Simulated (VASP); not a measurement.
Computed with PBE GGA, VASP's PBE PAW potentials (set 64) (plane waves; VASP).

VASP ran on this input.

**INCAR**
```
! general
SYSTEM  = FePt
PREC    = Accurate
ENCUT   = 400   ! plane-wave cut-off (eV)
LREAL   = .FALSE.   ! projection in real space or not
LASPH   = .TRUE.   ! aspherical one-centre terms

! electronic loop
EDIFF   = 1E-6   ! SCF stop (eV)
NELM    = 100   ! most electronic steps
ALGO    = Normal   ! blocked Davidson
LMAXMIX = 6   ! l cut-off of mixed one-centre charges

! smearing
ISMEAR  = 1
SIGMA   = 0.1

! functional
GGA     = PE

! spin
ISPIN   = 2
MAGMOM  = 3.0 0.0

! ions
ISIF    = 2   ! forces and stress, cell fixed

! output
LWAVE   = .FALSE.
LCHARG  = .FALSE.
LORBIT  = 10
```

File KPOINTS:
```
Automatic mesh
0
Gamma
18 18 14
0 0 0
```

File POSCAR:
```
FePt
2.77440
  1.0000000000   0.0000000000   0.0000000000
  0.0000000000   1.0000000000   0.0000000000
  0.0000000000   0.0000000000   1.3639705882
Fe Pt
1 1
Cartesian
  0.0000000000   0.0000000000   0.0000000000
  0.5000000000   0.5000000000   0.6819852941
```

POTCAR, in this order: Fe Pt (PBE.64 set). Program: vasp_std.

What VASP printed:

### OSZICAR
```
       N       E                     dE             d eps       ncg     rms          rms(c)
DAV:   1     0.778669014713E+02    0.77867E+02   -0.73928E+03 27398   0.106E+03
DAV:   2    -0.135092180559E+02   -0.91376E+02   -0.81559E+02 27187   0.227E+02
DAV:   3    -0.162036988920E+02   -0.26945E+01   -0.26160E+01 33241   0.471E+01
DAV:   4    -0.162319409356E+02   -0.28242E-01   -0.28205E-01 30151   0.424E+00
DAV:   5    -0.162327312096E+02   -0.79027E-03   -0.79026E-03 35401   0.802E-01    0.156E+01
DAV:   6    -0.181318990800E+02   -0.18992E+01   -0.17726E+01 28996   0.897E+01    0.284E+01
DAV:   7    -0.148631486290E+02    0.32688E+01   -0.10297E+01 33767   0.825E+01    0.799E+00
DAV:   8    -0.148624048718E+02    0.74376E-03   -0.48936E-01 31648   0.101E+01    0.405E+00
DAV:   9    -0.147902040971E+02    0.72201E-01   -0.11692E-01 38674   0.712E+00    0.172E+00
DAV:  10    -0.147797372239E+02    0.10467E-01   -0.40968E-02 39862   0.402E+00    0.702E-01
DAV:  11    -0.147788818952E+02    0.85533E-03   -0.28560E-03 37394   0.913E-01    0.272E-01
DAV:  12    -0.147788247492E+02    0.57146E-04   -0.31966E-04 34644   0.233E-01    0.593E-02
DAV:  13    -0.147788362004E+02   -0.11451E-04   -0.48232E-05 32641   0.978E-02    0.367E-02
DAV:  14    -0.147788359321E+02    0.26828E-06   -0.53010E-06 31356   0.512E-02
   1 F= -.14778836E+02 E0= -.14778727E+02  d E =-.326867E-03  mag=     3.3717
```

OUTCAR:
```
------------------------ aborting loop because EDIFF is reached ----------------------------------------
  FORCE on cell =-STRESS in cart. coord.  units (eV):
  Direction    XX          YY          ZZ          XY          YZ          ZX
  --------------------------------------------------------------------------------------
  Total       -1.4806015     -1.4806015     -1.2046213      0.0000000      0.0000000      0.0000000
  in kB      -81.4397701    -81.4397701    -66.2596098      0.0000000      0.0000000      0.0000000
  external PRESSURE =     -76.3797167 kB  Pullay stress =       0.0000000 kB
  volume of cell :       29.13
      direct lattice vectors                 reciprocal lattice vectors
     2.774400000  0.000000000  0.000000000     0.360438293  0.000000000  0.000000000
     0.000000000  2.774400000  0.000000000     0.000000000  0.360438293  0.000000000
     0.000000000  0.000000000  3.784200000     0.000000000  0.000000000  0.264256646
 POSITION                                       TOTAL-FORCE (eV/Angst)
 -----------------------------------------------------------------------------------
      0.00000      0.00000      0.00000         0.000000      0.000000      0.000000
      1.38720      1.38720      1.89210         0.000000      0.000000      0.000000
 -----------------------------------------------------------------------------------
    total drift:                                0.000000     -0.000000     -0.000000
  FREE ENERGIE OF THE ION-ELECTRON SYSTEM (eV)
  ---------------------------------------------------
  free  energy   TOTEN  =       -14.7788359321 eV

  energy  without entropy=      -14.7785090651  energy(sigma->0) =      -14.77872698

 total charge

# of ion       s       p       d       tot
------------------------------------------
    1        0.392   0.410   6.077   6.880
    2        0.688   0.601   8.025   9.314
--------------------------------------------------
tot          1.080   1.011  14.102  16.193

 magnetization (x)

# of ion       s       p       d       tot
------------------------------------------
    1        0.007  -0.006   3.019   3.020
    2       -0.025  -0.063   0.427   0.338
--------------------------------------------------
tot         -0.018  -0.070   3.445   3.357
```
(Selected blocks of OUTCAR.)

The compound is FePt in the L1_0 structure. The cell was not relaxed at this level. The run is one of a series of settings (KPOINTS 18×18×14 Γ-centred mesh against the base run), some of them coarse on purpose.
